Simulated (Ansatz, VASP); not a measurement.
# Cross-check of TlBiSe3 between VASP and Ansatz, part 3 of 3

One calculation is typed for both programs; each brings its own data sets. How far apart do they land? The cell is generated by rule, not measured, and may not be a known phase. The cell is taken from a series of runs on this material, whose earlier steps may have relaxed, scaled, displaced or heated it; both programs get it as it stands.

VASP 6.6.1 and Ansatz 0.2.0.

So far: The structure; Ansatz: zone-centre phonons, PBEsol; VASP: zone-centre phonons, PBEsol.

## Step 3: VASP: zone-centre phonons, PBEsol (continued)

Level of this step: PBEsol; plane waves and PAW (Tl_d, Bi_d, Se); invented cell (VASP).

Numbers of over 12 decimals in the logs are rounded to 6 here.

OUTCAR, selected parts (step 3):

```text
ion  position               nearest neighbor table
   1  0.000  0.000  0.000-
   2  0.500  0.500  0.500-   3 2.73   4 2.73   5 2.73   3 2.73   4 2.73   5 2.73
   3  0.500  0.500  0.000-   2 2.73   2 2.73
   4  0.500  0.000  0.500-   2 2.73   2 2.73
   5  0.000  0.500  0.500-   2 2.73   2 2.73

  LATTYP: Found a simple cubic cell.
 ALAT       =     5.4560481595

 Subroutine GETGRP returns: Found 48 space group operations
 (whereof 48 operations were pure point group operations)

The static configuration has the point symmetry O_h .

 Found     35 irreducible k-points:

   k-points           NKPTS =     35   k-points in BZ     NKDIM =     35   number of bands    NBANDS=     29

   dimension x,y,z NGX =    40 NGY =   40 NGZ =   40
   dimension x,y,z NGXF=    80 NGYF=   80 NGZF=   80

   ENCUT  =  500.0 eV  36.75 Ry    6.06 a.u.   9.95  9.95  9.95*2*pi/ulx,y,z

   NELECT =      46.0000    total number of electrons

 k-points in reciprocal lattice and weights: Automatic mesh
   0.00000000  0.00000000  0.00000000       0.002
   0.12500000  0.00000000  0.00000000       0.012
   0.25000000  0.00000000  0.00000000       0.012
   0.37500000  0.00000000  0.00000000       0.012
   0.50000000  0.00000000  0.00000000       0.006
   0.12500000  0.12500000  0.00000000       0.023
   0.25000000  0.12500000  0.00000000       0.047
   0.37500000  0.12500000  0.00000000       0.047
   0.50000000  0.12500000  0.00000000       0.023
[...]
0.50000000  0.50000000  0.37500000       0.012
   0.50000000  0.50000000  0.50000000       0.002

 average (electrostatic) potential at core
       1 -85.8892       2-108.2149       3 -54.8866       4 -54.8866       5 -54.8866

  Total        0.0219174      0.0219174      0.0219174     -0.0000000     -0.0000000      0.0000000
  in kB        0.2162051      0.2162051      0.2162051     -0.0000000     -0.0000000      0.0000000
  external PRESSURE =       0.2162051 kB  Pullay stress =       0.0000000 kB

  energy-cutoff  :      500.00
  volume of cell :      162.42
      direct lattice vectors                 reciprocal lattice vectors
     5.456048159  0.000000000  0.000000000     0.183282840  0.000000000  0.000000000
[...]
POSITION                                       TOTAL-FORCE (eV/Angst)
 -----------------------------------------------------------------------------------
      0.00000      0.00000      0.00000         0.000000      0.000000      0.000000
      2.72802      2.72802      2.72802         0.000000      0.000000      0.000000
      2.72802      2.72802      0.00000         0.000000      0.000000      0.000000
      2.72802      0.00000      2.72802         0.000000      0.000000      0.000000
      0.00000      2.72802      2.72802         0.000000      0.000000      0.000000
 -----------------------------------------------------------------------------------
    total drift:                               -0.000000      0.000000     -0.000000

 Eigenvectors and eigenvalues of the dynamical matrix
 ----------------------------------------------------

   1 f  =    4.518611 THz    28.391273 2PiTHz  150.724655 cm-1    18.687467 meV
             X         Y         Z           dx          dy          dz
      0.000000  0.000000  0.000000     0.013462   -0.000313    0.000000
      2.728024  2.728024  2.728024     0.468870   -0.010904    0.000000
      2.728024  2.728024  0.000000     0.046047   -0.001071   -0.000000
      2.728024  0.000000  2.728024     0.046047    0.020477    0.000000
      0.000000  2.728024  2.728024    -0.880454   -0.001071    0.000000

   2 f  =    4.518611 THz    28.391273 2PiTHz  150.724655 cm-1    18.687467 meV
             X         Y         Z           dx          dy          dz
      0.000000  0.000000  0.000000    -0.000000    0.000000    0.013465
      2.728024  2.728024  2.728024    -0.000000    0.000000    0.468997
      2.728024  2.728024  0.000000    -0.000000    0.000000   -0.880692
      2.728024  0.000000  2.728024    -0.000000   -0.000000    0.046059
      0.000000  2.728024  2.728024     0.000000    0.000000    0.046059

   3 f  =    4.518611 THz    28.391273 2PiTHz  150.724655 cm-1    18.687467 meV
             X         Y         Z           dx          dy          dz
      0.000000  0.000000  0.000000     0.000313    0.013462    0.000000
      2.728024  2.728024  2.728024     0.010904    0.468870   -0.000000
      2.728024  2.728024  0.000000     0.001071    0.046047   -0.000000
      2.728024  0.000000  2.728024     0.001071   -0.880454   -0.000000
      0.000000  2.728024  2.728024    -0.020477    0.046047   -0.000000

   4 f  =    0.015122 THz     0.095014 2PiTHz    0.504416 cm-1     0.062540 meV
             X         Y         Z           dx          dy          dz
      0.000000  0.000000  0.000000    -0.076097    0.016212    0.549827
      2.728024  2.728024  2.728024    -0.077673    0.016548    0.561220
      2.728024  2.728024  0.000000    -0.048425    0.010317    0.343872
      2.728024  0.000000  2.728024    -0.048425    0.010139    0.349888
      0.000000  2.728024  2.728024    -0.047592    0.010317    0.349888

   5 f  =    0.015122 THz     0.095014 2PiTHz    0.504416 cm-1     0.062540 meV
             X         Y         Z           dx          dy          dz
      0.000000  0.000000  0.000000     0.428092   -0.346805    0.069474
      2.728024  2.728024  2.728024     0.436963   -0.353991    0.070914
      2.728024  2.728024  0.000000     0.272421   -0.220693    0.043451
      2.728024  0.000000  2.728024     0.272421   -0.216898    0.044211
      0.000000  2.728024  2.728024     0.267737   -0.220693    0.044211

   6 f  =    0.015122 THz     0.095014 2PiTHz    0.504416 cm-1     0.062540 meV
             X         Y         Z           dx          dy          dz
      0.000000  0.000000  0.000000     0.345412    0.433390    0.035026
      2.728024  2.728024  2.728024     0.352570    0.442371    0.035752
      2.728024  2.728024  0.000000     0.219806    0.275792    0.021906
      2.728024  0.000000  2.728024     0.219806    0.271050    0.022289
      0.000000  2.728024  2.728024     0.216027    0.275792    0.022289

   7 f/i=    0.768585 THz     4.829162 2PiTHz   25.637237 cm-1     3.178611 meV
             X         Y         Z           dx          dy          dz
      0.000000  0.000000  0.000000     0.226486   -0.765998    0.079900
      2.728024  2.728024  2.728024    -0.146109    0.494156   -0.051545
      2.728024  2.728024  0.000000    -0.023056    0.077979   -0.027078
      2.728024  0.000000  2.728024    -0.023056    0.259598   -0.008134
      0.000000  2.728024  2.728024    -0.076756    0.077979   -0.008134

   8 f/i=    0.768585 THz     4.829162 2PiTHz   25.637237 cm-1     3.178611 meV
             X         Y         Z           dx          dy          dz
      0.000000  0.000000  0.000000     0.769821    0.227616    0.000000
      2.728024  2.728024  2.728024    -0.496622   -0.146838   -0.000000
      2.728024  2.728024  0.000000    -0.078368   -0.023171   -0.000000
      2.728024  0.000000  2.728024    -0.078368   -0.077139   -0.000000
      0.000000  2.728024  2.728024    -0.260894   -0.023171   -0.000000

   9 f/i=    0.768585 THz     4.829162 2PiTHz   25.637237 cm-1     3.178611 meV
             X         Y         Z           dx          dy          dz
      0.000000  0.000000  0.000000     0.022655   -0.076621   -0.798779
      2.728024  2.728024  2.728024    -0.014615    0.049429    0.515303
      2.728024  2.728024  0.000000    -0.002306    0.007800    0.270708
      2.728024  0.000000  2.728024    -0.002306    0.025967    0.081316
      0.000000  2.728024  2.728024    -0.007678    0.007800    0.081316

  10 f/i=    1.986864 THz    12.483832 2PiTHz   66.274634 cm-1     8.217004 meV
             X         Y         Z           dx          dy          dz
      0.000000  0.000000  0.000000     0.000000    0.000000    0.000000
      2.728024  2.728024  2.728024     0.000000    0.000000    0.000000
      2.728024  2.728024  0.000000    -0.000752   -0.001448    0.000000
      2.728024  0.000000  2.728024     0.000752    0.000000    0.707105
      0.000000  2.728024  2.728024     0.000000    0.001448   -0.707105

  11 f/i=    1.986864 THz    12.483832 2PiTHz   66.274634 cm-1     8.217004 meV
             X         Y         Z           dx          dy          dz
      0.000000  0.000000  0.000000     0.000000    0.000000   -0.000000
      2.728024  2.728024  2.728024    -0.000000    0.000000    0.000000
      2.728024  2.728024  0.000000    -0.031562   -0.706400    0.000000
      2.728024  0.000000  2.728024     0.031562    0.000000   -0.001480
      0.000000  2.728024  2.728024    -0.000000    0.706400    0.001480

  12 f/i=    1.986864 THz    12.483832 2PiTHz   66.274634 cm-1     8.217004 meV
             X         Y         Z           dx          dy          dz
      0.000000  0.000000  0.000000    -0.000000   -0.000000   -0.000000
      2.728024  2.728024  2.728024    -0.000000   -0.000000    0.000000
      2.728024  2.728024  0.000000     0.706402   -0.031563   -0.000000
      2.728024  0.000000  2.728024    -0.706402   -0.000000    0.000687
      0.000000  2.728024  2.728024    -0.000000    0.031563   -0.000687

  13 f/i=    2.170703 THz    13.638928 2PiTHz   72.406851 cm-1     8.977301 meV
             X         Y         Z           dx          dy          dz
      0.000000  0.000000  0.000000    -0.019614   -0.003702   -0.215927
      2.728024  2.728024  2.728024    -0.039485   -0.007453   -0.434693
      2.728024  2.728024  0.000000     0.054745    0.010333   -0.171750
      2.728024  0.000000  2.728024     0.054745   -0.002945    0.602680
      0.000000  2.728024  2.728024    -0.015601    0.010333    0.602680

  14 f/i=    2.170703 THz    13.638928 2PiTHz   72.406851 cm-1     8.977301 meV
             X         Y         Z           dx          dy          dz
      0.000000  0.000000  0.000000     0.023624   -0.215551    0.001550
      2.728024  2.728024  2.728024     0.047559   -0.433936    0.003120
      2.728024  2.728024  0.000000    -0.065938    0.601632    0.001233
      2.728024  0.000000  2.728024    -0.065938   -0.171452   -0.004325
      0.000000  2.728024  2.728024     0.018791    0.601632   -0.004325

  15 f/i=    2.170703 THz    13.638928 2PiTHz   72.406851 cm-1     8.977301 meV
             X         Y         Z           dx          dy          dz
      0.000000  0.000000  0.000000    -0.214662   -0.023384    0.019900
      2.728024  2.728024  2.728024    -0.432147   -0.047075    0.040061
      2.728024  2.728024  0.000000     0.599151    0.065267    0.015829
      2.728024  0.000000  2.728024     0.599151   -0.018600   -0.055543
      0.000000  2.728024  2.728024    -0.170745    0.065267   -0.055543

 ELASTIC MODULI CONTR FROM IONIC RELAXATION (kBar)
 Direction    XX          YY          ZZ          XY          YZ          ZX
 --------------------------------------------------------------------------------
 XX           0.0000      0.0000      0.0000      0.0000      0.0000      0.0000
 YY           0.0000      0.0000      0.0000      0.0000      0.0000      0.0000
 ZZ           0.0000      0.0000      0.0000      0.0000      0.0000      0.0000
 XY           0.0000      0.0000      0.0000      0.0000      0.0000      0.0000
 YZ           0.0000      0.0000      0.0000      0.0000      0.0000      0.0000
 ZX           0.0000      0.0000      0.0000      0.0000      0.0000      0.0000
 --------------------------------------------------------------------------------
```

## Step 4: Side by side

Known differences besides the potentials themselves: the data sets hold 76 valence electrons in Ansatz (on its PAW soft_1 files) and 46 in VASP; the cutoff is 420 eV in Ansatz and 500 eV in VASP; Ansatz makes its cores anew for this functional, VASP keeps those of its PBE data sets. Total energies have different zeros and are not compared.

Both answers:

| quantity | Ansatz | VASP | difference |
| --- | --- | --- | --- |
| optical mode 1 to 3 (imaginary, printed as negative) (cm⁻¹) | -72.2 | -72.4 | +0.2 |
| optical mode 4 to 6 (imaginary, printed as negative) (cm⁻¹) | -67.0 | -66.3 | -0.7 |
| optical mode 7 to 9 (imaginary, printed as negative) (cm⁻¹) | -23.9 | -25.6 | +1.8 |
| optical mode 10 to 12 (cm⁻¹) | 149.8 | 150.7 | -0.63 % |

Modes are paired by rising frequency, not by their patterns, so a pair may set unlike modes beside each other; they are those without the splitting of longitudinal modes.

## Step 5: What came out

```yaml
r_m_s_difference_of_the_optical_zone_centre_modes_each_program_s_sorted_by_frequency_zone_centre_phonons_pbesol: 1.1 cm⁻¹
difference_in_optical_mode_10_to_12_zone_centre_phonons_pbesol: -0.6 %
```

The r.m.s. difference of the optical zone-centre modes, each program's sorted by frequency is 1.1 cm⁻¹ (zone-centre phonons, PBEsol). The data sets hold unlike numbers of valence electrons (76 in Ansatz and 46 in VASP), so part of the differences comes from the potentials. Among the rows given in per cent, the largest difference of the zone-centre phonons, PBEsol pair is in optical mode 10 to 12, -0.6 %. How closely two codes agree says nothing of how well the functional describes the real material.

[Lines on the potential files, build, host, timing and source positions are cut from VASP's logs without a mark.]

[Logs are printed without paths, hosts, clocks, repeated set-up lines and the standing remarks that a program may print on its own settings, such as how far it seeks lower states.]

[Hosts, paths, dates, database ids (printed as entryN), source tags and the programs' standing remarks are cut or masked in the printed files.]
